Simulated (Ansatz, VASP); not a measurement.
## Cross-check of AlAsH2 (AlAs wire along [111], 24 atoms a period, H-terminated) between VASP and Ansatz

Aim: how closely do two programs agree when they are given the same cell, functional and k mesh? Of the first pair: The structure shown is the start of the Ansatz relaxation below; VASP solves that cell, so the two are compared at the walk's first step.

Method: plane waves, with VASP 6.6.1 beside it; single point at PBE, in Ansatz 0.2.0.

### Step 1. The starting structure

The cell holds 48 atoms: 12 Al, 12 As and 24 H. Its edges and angles: a = 15.441 Å, b = 16.759 Å, c = 10.131 Å, α = 90.0°, β = 90.0°, γ = 90.0°. Vacuum lies along a and b. The structure's axis is c.

### Step 2. Ansatz: relaxation, PBE

Ansatz runs on its default PAW (the set named soft_2) files.

The two programs are compared at the cell with which this relaxation starts, whose forces are those of its first step.

The input, input.yaml:

```yaml
crystal:
  lattice:
    - [15.441, 0.0, 0.0]
    - [0.0, 16.759, 0.0]
    - [0.0, 0.0, 10.1312828143]
  atoms:
    - { symbol: Al, position: [0.295922672, 0.499905897, 0.997750335] }
    - { symbol: Al, position: [0.434906596, 0.717692451, 0.989174337] }
    - { symbol: As, position: [0.309488962, 0.505428551, 0.249757307] }
    - { symbol: As, position: [0.435186528, 0.301872115, 0.245132715] }
    - { symbol: As, position: [0.431917309, 0.705227116, 0.243023012] }
    - { symbol: As, position: [0.569177286, 0.504018343, 0.259725856] }
    - { symbol: H, position: [0.207297223, 0.690334532, 0.287513926] }
    - { symbol: H, position: [0.651997781, 0.694424712, 0.282594205] }
    - { symbol: H, position: [0.687433842, 0.335829055, 0.277802391] }
    - { symbol: H, position: [0.786035219, 0.474873094, 0.268908299] }
    - { symbol: H, position: [0.231689794, 0.462391993, 0.30940155] }
    - { symbol: H, position: [0.361523315, 0.255870154, 0.310074968] }
    - { symbol: H, position: [0.430875521, 0.790209928, 0.297239053] }
    - { symbol: H, position: [0.509417599, 0.254422114, 0.304933934] }
    - { symbol: Al, position: [0.294982113, 0.646548434, 0.326714608] }
    - { symbol: Al, position: [0.438909314, 0.438897011, 0.347450229] }
    - { symbol: Al, position: [0.568687029, 0.646328713, 0.331075859] }
    - { symbol: Al, position: [0.703729084, 0.426461648, 0.322580172] }
    - { symbol: As, position: [0.312770035, 0.634378166, 0.578378373] }
    - { symbol: As, position: [0.43576202, 0.4262516, 0.59306104] }
    - { symbol: As, position: [0.566886868, 0.632730663, 0.583106271] }
    - { symbol: As, position: [0.693571393, 0.435205195, 0.576419773] }
    - { symbol: H, position: [0.218515973, 0.415403867, 0.61115354] }
    - { symbol: H, position: [0.300475027, 0.267453876, 0.602514867] }
    - { symbol: H, position: [0.573407905, 0.264990422, 0.615856635] }
    - { symbol: H, position: [0.79179321, 0.621919867, 0.620919577] }
    - { symbol: H, position: [0.230967132, 0.598996012, 0.638092285] }
    - { symbol: H, position: [0.306498135, 0.716155301, 0.643333293] }
    - { symbol: H, position: [0.565337432, 0.716319325, 0.642769492] }
    - { symbol: H, position: [0.773960966, 0.39354596, 0.630684738] }
    - { symbol: Al, position: [0.29579223, 0.357366773, 0.655988245] }
    - { symbol: Al, position: [0.439588859, 0.562771632, 0.680770603] }
    - { symbol: Al, position: [0.569785854, 0.355521071, 0.664359195] }
    - { symbol: Al, position: [0.706790625, 0.573834058, 0.660103353] }
    - { symbol: As, position: [0.309031469, 0.361264982, 0.909841076] }
    - { symbol: As, position: [0.429370459, 0.571498695, 0.926397015] }
    - { symbol: As, position: [0.557997334, 0.363684271, 0.916399445] }
    - { symbol: As, position: [0.686485902, 0.565691945, 0.911748666] }
    - { symbol: H, position: [0.208964809, 0.542098718, 0.949040498] }
    - { symbol: H, position: [0.34811013, 0.758931096, 0.935613593] }
    - { symbol: H, position: [0.435507911, 0.189573973, 0.95454348] }
    - { symbol: H, position: [0.52821889, 0.749910299, 0.944161049] }
    - { symbol: H, position: [0.229726667, 0.317875345, 0.964113657] }
    - { symbol: H, position: [0.63738544, 0.323136144, 0.975952027] }
    - { symbol: H, position: [0.694031419, 0.648663414, 0.971445421] }
    - { symbol: H, position: [0.766529557, 0.529880492, 0.976701152] }
    - { symbol: Al, position: [0.432752955, 0.281480746, 0.993520543] }
    - { symbol: Al, position: [0.555799122, 0.500238084, 0.014097601] }
kpoints:
  mp_grid: { grid: [1, 1, 6] }
  band_path: { path: ["Γ", Z], npoints: 90 }
scf:
  occupations: { method: fermi_dirac, width: 0.05 }
hamiltonian:
  xc: pbe
relax:
  max_steps: 40
  f_tol: 0.02
output:
  stress: true
```

Started as:

```sh
$ ansatz run input.yaml --threads 4 --pin off --max-ram 16384MiB --backend cpu --events-out ev --progress --plain --runs-dir out
```

Numbers of over 12 decimals in the logs are rounded to 6 here.

Output:

```text
Warning: output.stress: scf.convergence.dr2_threshold = 1e-7 eV (the SCF's general default) is looser than the 4.8e-9 eV advised for a printed stress (1e-10 eV for each atom of the cell: 48). What an SCF threshold leaves in a stress goes as its square root, and in the free energy as the threshold itself, and one threshold admits the most on a small cell: [figures from the program's tests cut] Every solve of this run  [...]
Engine: ansatz 0.2.0, aarch64-unknown-linux-gnu
Pseudopotentials: kind: paw
Pseudopotential: Al, paw, valence charge 3, recommended cutoff 420 eV (normal), Al.paw.azcp
Pseudopotential: As, paw, valence charge 15, recommended cutoff 420 eV (normal), As.paw.azcp
Pseudopotential: H, paw, valence charge 1, recommended cutoff 420 eV (normal), H.paw.azcp
Functional definition: PBE
  parameter kappa = 0.804
  parameter beta = 0.066725
  exchange = pbe_x(kappa = kappa, mu = beta*pi^2/3)
  correlation = pbe_c(beta = beta)
Crystal: 48 atoms, lattice volume = 2621.730 Å³
Basis set: ecut = 420 eV, 51191 PW (Γ), exchange–correlation on 216×240×144 points (8 copies of the dense FFT grid, shifted against one another)
Bands: 168, of which v1, the nominal top of the filled ones, is band 120 counted from 1 (119 counted from 0)
Symmetry: 1 space group operations
Space group: P1 (ITA 1), of the structure as read, at distance tolerance 1.4e-4 Å
k-points: 4 of 6 (time reversal used)
Non-local potential: Al, projectors of the file, l = 0: 2, l = 1: 2, l = 2: 1
Non-local potential: As, projectors of the file, l = 0: 2, l = 1: 2, l = 2: 3, l = 3: 1
Non-local potential: H, projectors of the file, l = 0: 2, l = 1: 1
PAW form: soft (Blöchl's): semilocal exchange-correlation on the pseudo side does not see the compensation charge
PAW one-centre angular grid: Al, 110 points (default); XC on 64 Gauss nodes
PAW one-centre angular grid: As, 590 points (default); XC on 64 Gauss nodes
PAW one-centre angular grid: H, 110 points (default); XC on 64 Gauss nodes
Initial density: superposition of atomic densities (neutral atoms: chi_scale 0, normalization atom), corrected by the library's trained network
Initial wavefunctions: pseudopotential atomic-orbital guess
Functional: x = pbe(κ = 0.804, μ = 0.219515), c = pbe(β = 0.066725)
SCF iter   1: F=—  HF=-65107.222260 eV  |F-HF|=—  |Δ(HF+E_count)|=         —  Δρ=1.64e-3  dr2=1.79e-1  ethr=1.77e-3  ⟨swp⟩=7.0  Hψ=3085  notcnv=0  defer=34
preconditioner: auto → Resta (q_TF=auto, 1.832 Å⁻¹)  ε∞=1.8  [insulator: Δε(μ)=3.215 eV  Ē_g=8.940 eV  σ=0.050 eV  W_gap=1.00  n_scr=272 (ndim 8)  ℏωp=7.9 eV  f_vac=0.640  D(μ)=0.00/eV (n_scr^D=0)  ε∞_Penn≈1.8  vacuum switching on, ρ_ref=5.8e-3 e/Å³]
SCF iter   2: F=—  HF=-65107.200789 eV  |F-HF|=—  |Δ(HF+E_count)|=   2.15e-2  Δρ=5.65e-4  dr2=1.97e-2  ethr=7.47e-5  ⟨swp⟩=3.0  Hψ=976  notcnv=0  defer=165
SCF iter   3: F=—  HF=-65107.205275 eV  |F-HF|=—  |Δ(HF+E_count)|=   4.49e-3  Δρ=2.86e-4  dr2=2.82e-3  ethr=8.22e-6  ⟨swp⟩=2.0  Hψ=699  notcnv=0  defer=165
SCF iter   4: F=—  HF=-65107.209504 eV  |F-HF|=—  |Δ(HF+E_count)|=   4.23e-3  Δρ=1.13e-4  dr2=4.23e-4  ethr=1.18e-6  ⟨swp⟩=2.0  Hψ=693  notcnv=0  defer=165
SCF iter   5: F=—  HF=-65107.210546 eV  |F-HF|=—  |Δ(HF+E_count)|=   1.04e-3  Δρ=2.52e-5  dr2=2.46e-5  ethr=1.76e-7  ⟨swp⟩=2.0  Hψ=789  notcnv=0  defer=165
SCF iter   6: F=-65107.210586 eV  HF=-65107.210584 eV  |F-HF|=2.54e-6  |Δ(HF+E_count)|=   3.73e-5  Δρ=6.52e-6  dr2=1.36e-6  ethr=4.17e-9  ⟨swp⟩=4.0  Hψ=1888  notcnv=0
SCF 1 converged in 6 iterations: F = -65107.210586 eV  dr2 = 1.36e-6
  greatest PAW one-centre occupation: 0.999 electrons in one spin orbital (limit 2), on the As atom at site 3 (counted from 0), in its partial waves of l = 2
relax step   1: F+E_penalty+E_count = -65107.21058610 eV  Δ(F+E_penalty+E_count) = +0.000e0 eV  max|allowed force component| = 1.759e-1 eV/Å  Δτ_max = 0.0000 Å  (6 SCF iters, dr2 threshold 1.00e-5 eV, accepted)
Initial density: handed on by an earlier stage of this run
Initial wavefunctions: those handed on with the density
[...]
k-point 2: bands = [... 116 lower, -3.8632, -3.6929, -3.6504, -3.6453, 0.0504, 0.0698, 0.0918, 0.1856, ... 44 higher]
  k-point 3: bands = [... 116 lower, -3.8670, -3.7173, -3.7158, -3.6547, 0.0529, 0.0545, 0.2167, 0.2398, ... 44 higher]
--- Relaxed structure (8 steps of the walk, 7 accepted, 0 SCFs on fresh bases) ---
  F+E_penalty+E_count = -65107.28535533 eV   max|allowed force component| = 8.247e-3 eV/Å
  atoms:
    - { symbol: Al, position: [0.297770, 0.500117, 0.998639] }
    - { symbol: Al, position: [0.438619, 0.716803, 0.993703] }
    - { symbol: As, position: [0.310976, 0.503606, 0.247058] }
    - { symbol: As, position: [0.437350, 0.302089, 0.241982] }
    - { symbol: As, position: [0.431265, 0.702367, 0.243064] }
    - { symbol: As, position: [0.569344, 0.503357, 0.256899] }
    - { symbol: H, position: [0.206502, 0.687101, 0.291390] }
    - { symbol: H, position: [0.651119, 0.694687, 0.288902] }
    - { symbol: H, position: [0.680833, 0.332585, 0.290877] }
    - { symbol: H, position: [0.785935, 0.467673, 0.273616] }
    - { symbol: H, position: [0.232224, 0.459799, 0.300951] }
    - { symbol: H, position: [0.362985, 0.254926, 0.301266] }
    - { symbol: H, position: [0.429952, 0.787626, 0.294980] }
    - { symbol: H, position: [0.510789, 0.253242, 0.299747] }
    - { symbol: Al, position: [0.294854, 0.643538, 0.326951] }
    - { symbol: Al, position: [0.439630, 0.437964, 0.347291] }
    - { symbol: Al, position: [0.567979, 0.644755, 0.331996] }
    - { symbol: Al, position: [0.700944, 0.423861, 0.327095] }
    - { symbol: As, position: [0.311907, 0.632542, 0.575196] }
    - { symbol: As, position: [0.435052, 0.426485, 0.590224] }
    - { symbol: As, position: [0.564438, 0.632459, 0.580415] }
    - { symbol: As, position: [0.691231, 0.437194, 0.576425] }
    - { symbol: H, position: [0.218671, 0.421890, 0.623977] }
    - { symbol: H, position: [0.294149, 0.270900, 0.607417] }
    - { symbol: H, position: [0.574067, 0.265623, 0.622134] }
    - { symbol: H, position: [0.789135, 0.624237, 0.624801] }
    - { symbol: H, position: [0.229181, 0.598462, 0.632810] }
    - { symbol: H, position: [0.304856, 0.715451, 0.634521] }
    - { symbol: H, position: [0.562614, 0.717210, 0.634254] }
    - { symbol: H, position: [0.772010, 0.395583, 0.628346] }
    - { symbol: Al, position: [0.294829, 0.360719, 0.660478] }
    - { symbol: Al, position: [0.438362, 0.562686, 0.680644] }
    - { symbol: Al, position: [0.568678, 0.356930, 0.665270] }
    - { symbol: Al, position: [0.704042, 0.575462, 0.660368] }
    - { symbol: As, position: [0.312072, 0.362170, 0.909840] }
    - { symbol: As, position: [0.429911, 0.571992, 0.923580] }
    - { symbol: As, position: [0.558972, 0.365816, 0.913713] }
    - { symbol: As, position: [0.685199, 0.567346, 0.908601] }
    - { symbol: H, position: [0.209177, 0.541273, 0.955330] }
    - { symbol: H, position: [0.354676, 0.762389, 0.940522] }
    - { symbol: H, position: [0.439019, 0.190578, 0.958413] }
    - { symbol: H, position: [0.534360, 0.746471, 0.957131] }
    - { symbol: H, position: [0.232637, 0.318423, 0.961789] }
    - { symbol: H, position: [0.639590, 0.324915, 0.967448] }
    - { symbol: H, position: [0.694416, 0.650406, 0.966189] }
    - { symbol: H, position: [0.766683, 0.531599, 0.967969] }
    - { symbol: Al, position: [0.435669, 0.282895, 0.993776] }
    - { symbol: Al, position: [0.556320, 0.501307, 0.013953] }
```

### Step 3. VASP: single point, PBE, start cell, pair 1

The same cell, functional, mesh and smearing now go to VASP, with its own data sets.

Lines of VASP's logs that name or quote its potential files are left out, and so is its time.

The input, INCAR:

```
SYSTEM = AlAsH2
PREC = Accurate
ENCUT = 400
EDIFF = 1E-06
NELM = 120
ISMEAR = -1
SIGMA = 0.05
LREAL = Auto
ALGO = Normal
GGA = PE
NBANDS = 96
LORBIT = 11
LWAVE = .FALSE.
LCHARG = .FALSE.
ISIF = 2
LASPH = .TRUE.
GGA_COMPAT = .FALSE.
EFERMI = MIDGAP
KPAR = 4
```

The input, POSCAR:

```
AlAsH2
1.0
   15.4410000000      0.0000000000      0.0000000000
    0.0000000000     16.7590000000      0.0000000000
    0.0000000000      0.0000000000     10.1312828143
Al As H
12 12 24
Direct
    0.2959226734      0.4999059013      0.9977503526
    0.4349066123      0.7176924638      0.9891743409
    0.2949821255      0.6465484217      0.3267145988
    0.4389093323      0.4388970106      0.3474502750
    0.5686870021      0.6463287189      0.3310758432
    0.7037290979      0.4264616624      0.3225801767
    0.2957922414      0.3573667880      0.6559882023
    0.4395888867      0.5627716451      0.6807706513
    0.5697858299      0.3555210931      0.6643592054
    0.7067906224      0.5738340593      0.6601033771
    0.4327529305      0.2814807566      0.9935205822
    0.5557991063      0.5002380810      0.0140976224
    0.3094889580      0.5054285459      0.2497573157
    0.4351865164      0.3018721284      0.2451327286
    0.4319172981      0.7052271019      0.2430230253
    0.5691772554      0.5040183185      0.2597258460
    0.3127700278      0.6343781849      0.5783783858
    0.4357619973      0.4262516260      0.5930610279
    0.5668868597      0.6327306522      0.5831063162
    0.6935714008      0.4352052032      0.5764197987
    0.3090314746      0.3612649919      0.9098410506
    0.4293704423      0.5714987171      0.9263969995
    0.5579973447      0.3636842890      0.9163994501
    0.6864859141      0.5656919267      0.9117487064
    0.2072971958      0.6903345068      0.2875139361
    0.6519977981      0.6944247270      0.2825942235
    0.6874338450      0.3358290471      0.2778024315
    0.7860352309      0.4748730831      0.2689082962
    0.2316897869      0.4623919685      0.3094015889
    0.3615233469      0.2558701593      0.3100749488
    0.4308755262      0.7902099171      0.2972390619
    0.5094175895      0.2544221016      0.3049339414
    0.2185159640      0.4154038427      0.6111535048
    0.3004750340      0.2674539054      0.6025149146
    0.5734078751      0.2649903932      0.6158566604
    0.7917932129      0.6219198640      0.6209195928
    0.2309671006      0.5989960021      0.6380922454
    0.3064981543      0.7161553195      0.6433333389
    0.5653374134      0.7163193508      0.6427695406
    0.7739609481      0.3935459753      0.6306846938
    0.2089648339      0.5420986932      0.9490405288
    0.3481101613      0.7589310818      0.9356136013
    0.4355079334      0.1895739603      0.9545434845
    0.5282188977      0.7499103168      0.9441610875
    0.2297266369      0.3178753506      0.9641136447
    0.6373854673      0.3231361656      0.9759520271
    0.6940314099      0.6486634047      0.9714453915
    0.7665295641      0.5298804821      0.9767011919
```

The input, KPOINTS:

```
Automatic mesh
0
Gamma
1 1 6
0 0 0
```

The projector-augmented-wave data sets are Al, As and H (PBE family, release 64).

Started as:

```sh
$ mpirun -np 8 vasp_std
```

Output:

```text
[banner, memory and clock lines left out]
running    8 mpi-ranks, on    1 nodes
[...]
|                                                                             |
|           W    W    AA    RRRRR   N    N  II  N    N   GGGG   !!!           |
|           W    W   A  A   R    R  NN   N  II  NN   N  G    G  !!!           |
|           W    W  A    A  R    R  N N  N  II  N N  N  G       !!!           |
|           W WW W  AAAAAA  RRRRR   N  N N  II  N  N N  G  GGG   !            |
|           WW  WW  A    A  R   R   N   NN  II  N   NN  G    G                |
|           W    W  A    A  R    R  N    N  II  N    N   GGGG   !!!           |
|                                                                             |
|     For optimal performance we recommend to set                             |
|       NCORE = 2 up to number-of-cores-per-socket                            |
|     NCORE specifies how many cores store one orbital (NPAR=cpu/NCORE).      |
|     This setting can greatly improve the performance of VASP for DFT.       |
|     The default, NCORE=1 might be grossly inefficient on modern             |
|     multi-core architectures or massively parallel machines. Do your        |
|     Unfortunately you need to use the default for GW and RPA                |
|     calculations (for HF NCORE is supported but not extensively tested      |
|     yet).                                                                   |
|                                                                             |

 LDA part: xc-table for (Slater+PW92), standard interpolation
 POSCAR, INCAR and KPOINTS ok, starting setup
[...]
entering main loop
       N       E                     dE             d eps       ncg     rms          rms(c)
DAV:   1     0.539155870428E+03    0.53916E+03   -0.29641E+04   784   0.689E+02
DAV:   2    -0.968139560324E+02   -0.63597E+03   -0.61625E+03  1104   0.145E+02
DAV:   3    -0.190418367829E+03   -0.93604E+02   -0.92932E+02   944   0.583E+01
DAV:   4    -0.194251220509E+03   -0.38329E+01   -0.38251E+01   992   0.139E+01
[...]
DAV:  24    -0.184672913190E+03   -0.23353E-05   -0.31061E-07   768   0.167E-03    0.428E-04
DAV:  25    -0.184672915116E+03   -0.19260E-05   -0.21415E-07   648   0.760E-04    0.277E-04
DAV:  26    -0.184672915358E+03   -0.24201E-06   -0.36382E-08   760   0.432E-04
   1 F= -.18467292E+03 E0= -.18467292E+03  d E =-.334856E-13
```

OUTCAR, selected parts (step 3):

```text
  Total       -2.0847283     -2.0241746    -10.9139612     -0.0136875     -0.0195303     -0.0083925
  in kB       -1.2740078     -1.2370025     -6.6696804     -0.0083646     -0.0119352     -0.0051288
  external PRESSURE =      -3.0602303 kB  Pullay stress =       0.0000000 kB

 POSITION                                       TOTAL-FORCE (eV/Angst)
 -----------------------------------------------------------------------------------
      4.56934      8.37792     10.10849         0.026478      0.006679      0.112071
      6.71539     12.02781     10.02161        -0.007067     -0.025357      0.107424
      4.55482     10.83550      3.31004         0.043093     -0.022836      0.124772
      6.77720      7.35548      3.52012        -0.012436     -0.035386      0.156674
      8.78110     10.83182      3.35422        -0.006757     -0.025773      0.111976
     10.86628      7.14707      3.26815        -0.016831      0.017741      0.109513
      4.56733      5.98911      6.64600         0.023457      0.005628      0.109650
      6.78769      9.43149      6.89708        -0.023709      0.028546      0.158909
      8.79806      5.95818      6.73081        -0.017990      0.019276      0.111984
     10.91355      9.61688      6.68769        -0.041917     -0.029113      0.124865
      6.68214      4.71734     10.06564        -0.004288      0.050682      0.124771
      8.58209      8.38349      0.14283         0.035743      0.006646      0.157543
      4.77882      8.47048      2.53036         0.031063      0.017560     -0.160071
      6.71971      5.05907      2.48351        -0.006281      0.017941     -0.167322
[...]
-----------------------------------------------------------------------------------
    total drift:                                0.023621      0.001774     -0.006890

  FREE ENERGIE OF THE ION-ELECTRON SYSTEM (eV)
  ---------------------------------------------------
  free  energy   TOTEN  =      -184.6729153577 eV

  energy  without entropy=     -184.6729153577  energy(sigma->0) =     -184.67291536

[... 3 further parts left out ...]
[key lines of the parts left out:]
E-fermi :  -2.1954
```

### Step 4. Side by side

Known differences besides the potentials themselves: the data sets hold 240 valence electrons in Ansatz (on its default PAW (the set named soft_2) files) and 120 in VASP; the cutoff is 420 eV in Ansatz and 400 eV in VASP (PREC = Accurate, projectors in real space). Total energies have different zeros and are not compared.

Forces on 8 of the 48 atoms, those with the largest forces and the largest differences (eV/Å; atoms numbered as in POSCAR):

```csv
atom,"Ansatz x, y, z","VASP x, y, z"
As13,"-0.031, -0.023, -0.123","0.031, 0.018, -0.160"
As14,"-0.004, -0.064, -0.087","-0.006, 0.018, -0.167"
As16,"-0.008, -0.008, -0.175","0.001, -0.012, -0.172"
As17,"-0.052, 0.036, -0.087","0.028, -0.012, -0.164"
As18,"-0.003, 0.011, -0.176","-0.003, 0.016, -0.173"
As22,"0.011, -0.002, -0.175","0.018, 0.006, -0.170"
As23,"0.035, -0.015, -0.123","-0.030, 0.026, -0.162"
As24,"0.057, 0.028, -0.087","-0.019, -0.019, -0.153"
```

The forces differ by 35 meV/Å r.m.s., which is 55.6 % of the r.m.s. force of 0.064 eV/Å (both taken over all components).

(Part 1 of 2 ends here.)

[Lines on the potential files, build, host, timing and source positions are cut from VASP's logs without a mark.]

[Logs are printed without paths, hosts, clocks, repeated set-up lines and the standing remarks that a program may print on its own settings, such as how far it seeks lower states.]

[Hosts, paths, dates, database ids (printed as entryN), source tags and the programs' standing remarks are cut or masked in the printed files.]
